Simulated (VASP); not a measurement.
Consider the following.

```xyz
2
Lattice="0.0000 2.2690 2.2690 2.2690 0.0000 2.2690 2.2690 2.2690 0.0000" Properties=species:S:1:pos:R:3 pbc="T T T"
Na     2.2690     0.0000     2.2690
F      2.2690     2.2690     2.2690
```

Calculation: PBE GGA with D3 dispersion (zero damping), VASP's PBE PAW potentials (set 64) (plane waves; VASP). Settings: 520 eV cut-off, 10×10×10 Γ-centred mesh, Gaussian smearing of 0.050 eV, potentials Na_pv F.

### Question
Give the stress tensor in GPa (positive for a compressed cell).

### Answer

```
3.46  0.00  0.00
0.00  3.46  0.00
0.00  0.00  3.46
```
The pressure is its mean diagonal, 3.46 GPa.

The compound is NaF in the rock salt structure. This cell is one point of a volume scan, at 0.94 of the reference volume.
